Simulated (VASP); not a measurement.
```
CELL_PARAMETERS angstrom
      0.00000     3.22130     3.22130
      3.22130     0.00000     3.22130
      3.22130     3.22130     0.00000
ATOMIC_POSITIONS crystal
  Na 0.25000 0.25000 0.25000
  Na 0.75000 0.75000 0.75000
  S  0.00000 0.00000 0.00000
```

All values below come from PBE GGA with D3 dispersion (zero damping), VASP's PBE PAW potentials (set 64) (plane waves; VASP). Numerical set-up: 520 eV cut-off, Gaussian smearing of 0.050 eV, potentials Na_pv S.

**Question.** What does the run give for the band gap (along the path) with the smallest direct gap where there is one?

**Answer.** 
The band gap (along the path) comes out as 2.64 eV and the smallest direct gap (along the path) comes out as 2.64 eV.

Only differences to runs with the same potentials and settings are physical.

The compound is Na2S in the antifluorite structure. It was relaxed first.
